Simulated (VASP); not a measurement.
Consider the following.

```
ZnS
1.0
    0.00000     2.70259     2.70259
    2.70259     0.00000     2.70259
    2.70259     2.70259     0.00000
Zn S
1 1
Direct
  0.00000   0.00000   0.00000
  0.25000   0.25000   0.25000
```

Method: optB86b-vdW, VASP's PBE PAW potentials (set 64) (plane waves; VASP 6.6.1). Settings: 520 eV cut-off, 9×9×9 Γ-centred mesh, tetrahedra with Blöchl corrections, potentials Zn S.

Task: Predict the energy per atom (σ→0), band gap (on the k-mesh) with the smallest direct gap where there is one.

Result: 
- band gap (on the k-mesh) = 2.05 eV
- smallest direct gap (on the k-mesh) = 2.05 eV
- energy per atom (σ→0) = -1.194 eV/atom

Total energies compare only between runs with the same potentials, cut-off and functional.

The compound is ZnS in the zinc blende structure. It was relaxed first.
